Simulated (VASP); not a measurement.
Output of a VASP run:

File OSZICAR:
```
       N       E                     dE             d eps       ncg     rms          rms(c)
DAV:   1     0.505343445046E+02    0.50534E+02   -0.32959E+03   560   0.811E+02
DAV:   2     0.200561088566E+01   -0.48529E+02   -0.48174E+02   648   0.139E+02
DAV:   3    -0.757901357899E+00   -0.27635E+01   -0.27593E+01   704   0.396E+01
DAV:   4    -0.826088831747E+00   -0.68187E-01   -0.68205E-01   936   0.537E+00
DAV:   5    -0.827359709989E+00   -0.12709E-02   -0.12715E-02   888   0.369E-01    0.134E+00
DAV:   6    -0.830451421801E+00   -0.30917E-02   -0.19429E-03   864   0.324E-01    0.798E-01
DAV:   7    -0.833386664578E+00   -0.29352E-02   -0.43341E-03   632   0.496E-01    0.440E-02
DAV:   8    -0.833638255675E+00   -0.25159E-03   -0.25488E-04   824   0.146E-01    0.141E-02
DAV:   9    -0.833646711958E+00   -0.84563E-05   -0.10910E-05   920   0.256E-02    0.426E-03
DAV:  10    -0.833646388558E+00    0.32340E-06   -0.24579E-06   784   0.107E-02    0.713E-04
DAV:  11    -0.833646447514E+00   -0.58956E-07   -0.78562E-08   776   0.236E-03
   1 F= -.83364645E+00 E0= -.83337830E+00  d E =-.804448E-03
```

OUTCAR:
```
------------------------ aborting loop because EDIFF is reached ----------------------------------------
  FORCE on cell =-STRESS in cart. coord.  units (eV):
  Direction    XX          YY          ZZ          XY          YZ          ZX
  --------------------------------------------------------------------------------------
  Total        0.0943156      0.0943156      0.0943156      0.0000000     -0.0000000      0.0000000
  in kB        1.6212169      1.6212169      1.6212169      0.0000000     -0.0000000      0.0000000
  external PRESSURE =       1.6212169 kB  Pullay stress =       0.0000000 kB
  volume of cell :       93.21
      direct lattice vectors                 reciprocal lattice vectors
    -2.856259743  2.856259743  2.856259743     0.000000000  0.175054107  0.175054107
     2.856259743 -2.856259743  2.856259743     0.175054107  0.000000000  0.175054107
     2.856259743  2.856259743 -2.856259743     0.175054107  0.175054107  0.000000000
 POSITION                                       TOTAL-FORCE (eV/Angst)
 -----------------------------------------------------------------------------------
      0.00000      0.00000      0.00000         0.000000      0.000000      0.000000
 -----------------------------------------------------------------------------------
    total drift:                                0.000000      0.000000     -0.000000
  FREE ENERGIE OF THE ION-ELECTRON SYSTEM (eV)
  ---------------------------------------------------
  free  energy   TOTEN  =        -0.8336464475 eV

  energy  without entropy=       -0.8328419995  energy(sigma->0) =       -0.83337830
```
(Selected blocks of OUTCAR.)

File POSCAR:
```
Rb
1
   -2.8562597432     2.8562597432     2.8562597432
    2.8562597432    -2.8562597432     2.8562597432
    2.8562597432     2.8562597432    -2.8562597432
Rb
1
Direct
  0.0000000000   0.0000000000   0.0000000000
```

Task: Reconstruct the remaining input files.

Result: Several could match; the one computed here: the input of the run itself, revPBE GGA, plane waves, VASP's PBE PAW potentials (set 64).

File KPOINTS:
```
Automatic
0
Gamma
 9 9 9
```

INCAR:
```
SYSTEM = Rb
PREC = Accurate
ENCUT = 520
EDIFF = 1E-7
NELM = 100
ALGO = Normal
LREAL = .FALSE.
LASPH = .TRUE.
ISMEAR = 1
SIGMA = 0.1
GGA = RE
LMAXMIX = 4
LWAVE = .FALSE.
LCHARG = .FALSE.
ISIF = 2
```

POTCAR, in this order: Rb_sv (PBE.64 set). Program: vasp_std.

The compound is Rb in the bcc structure. This cell is one point of a volume scan, at 0.94 of the reference volume.
